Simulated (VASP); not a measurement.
An input for Quantum ESPRESSO's pw.x (written as the equivalent of a VASP run, and not itself run):

```
&CONTROL
  calculation = 'scf'
  pseudo_dir = './pseudo'
  outdir = './out'
  tprnfor = .true.
  tstress = .true.
/
&SYSTEM
  ibrav = 0
  nat = 6
  ntyp = 2
  ecutwfc = 84
  occupations = 'tetrahedra'
  input_dft = 'vdw-df-obk8'
/
&ELECTRONS
  conv_thr = 7.3e-09
  electron_maxstep = 100
/
ATOMIC_SPECIES
  Mg 24.305 Mg.upf
  H 1.008 H.upf
CELL_PARAMETERS angstrom
     4.4851655    0.0000000    0.0000000
     0.0000000    4.4851655    0.0000000
     0.0000000    0.0000000    2.9959975
ATOMIC_POSITIONS crystal
  Mg   0.0000000  0.0000000  0.0000000
  Mg   0.5000000  0.5000000  0.5000000
  H    0.3043044  0.3043044  0.0000000
  H    0.8043044  0.1956956  0.5000000
  H    0.1956956  0.8043044  0.5000000
  H    0.6956956  0.6956956  0.0000000
K_POINTS automatic
  6 6 8 0 0 0
```

Write the VASP files for the same calculation (optB88-vdW).

Several could match; the one computed here: 
INCAR:
```
! general
SYSTEM   = MgH2
PREC     = Accurate
ENCUT    = 520   ! plane-wave cut-off (eV)
LREAL    = .FALSE.   ! projection in real space or not
LASPH    = .TRUE.   ! aspherical one-centre terms

! electronic loop
EDIFF    = 1E-7
NELM     = 100   ! most electronic steps
ALGO     = Normal   ! blocked Davidson

! smearing
ISMEAR   = -5

! functional
GGA      = BO
LUSE_VDW = .TRUE.
AGGAC    = 0.0
PARAM1   = 0.1833333333
PARAM2   = 0.22

! ions
ISIF     = 2   ! forces and stress, cell fixed

! output
LWAVE    = .FALSE.
LCHARG   = .TRUE.
LORBIT   = 11   ! lm-projected
NEDOS    = 601

! other
LEFG     = .TRUE.
```

POSCAR:
```
MgH2
1
    4.4851654907     0.0000000000     0.0000000000
    0.0000000000     4.4851654907     0.0000000000
    0.0000000000     0.0000000000     2.9959975163
Mg H
2 4
Direct
  0.0000000000   0.0000000000   0.0000000000
  0.5000000000   0.5000000000   0.5000000000
  0.3043043859   0.3043043859   0.0000000000
  0.8043043859   0.1956956141   0.5000000000
  0.1956956141   0.8043043859   0.5000000000
  0.6956956141   0.6956956141   0.0000000000
```

**KPOINTS**
```
Automatic mesh
0
Gamma
6 6 8
0 0 0
```

POTCAR, in this order: Mg H (PBE.64 set). Program: vasp_std.

The two are equivalent in intent, not identical: the potentials are each code's own (VASP's PAW set, PseudoDojo norm-conserving files in pw.x), so ENCUT and ecutwfc are chosen apart and not converted; conv_thr bounds pw.x's estimated SCF error, while EDIFF bounds the energy change between steps; the field gradients of LEFG aren't asked of the other code.

The compound is MgH2 in the rutile structure. It was relaxed first.
